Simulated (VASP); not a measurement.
SiW3: single point with PBE

Crystal: SiW3.

```xyz
4
Lattice="-2.5155 2.5155 2.5155 2.5155 -2.5155 2.5155 2.5155 2.5155 -2.5155" Properties=species:S:1:pos:R:3 pbc="T T T"
Si    0.0000    0.0000    0.0000
W     0.0000    0.0000    2.5155
W     0.0000    2.5155    0.0000
W     2.5155    0.0000    0.0000
```

The cell comes from a database or a generator and needn't be the stable form of this composition.

The cell isn't the ideal one: strained and moved within the space group.

```json
{"Program": "VASP 6.6.1", "Task": "single point", "Functional": "PBE", "Potentials or basis": "VASP PAW PBE potentials, release 64 (Si, W_sv)", "Cutoff": "520 eV", "k mesh": "12 × 12 × 12", "Occupations": "gaussian, width 0.1 eV", "Spin": "no spin polarisation"}
```

```
Pressure               : 25.3 GPa
Band gap on the k mesh : none (metal or under the smearing width)
```

Levels at points of the mesh, in eV from the Fermi level:
```
           k point  band 21  band 22  band 23  band 24  band 25  band 26
(0.00, 0.00, 0.00)    -0.32    -0.32     0.55     0.55     2.21     2.21
(0.50, 0.00, 0.00)    -1.03    -0.44    -0.43    -0.35    -0.29     0.90
(0.50, 0.50, 0.50)    -2.92    -2.92     0.02     0.02     1.26     1.26
```

It took 75 s on 1 thread of AMD EPYC 9R14 (Zen 4), with other jobs on the host, peak memory 0.22 GiB.

Caveat: so large a pressure means that the cell lies far from this level's equilibrium, or that cutoff or potentials fall short. The run has no spin-orbit coupling, so splittings on W are missing.
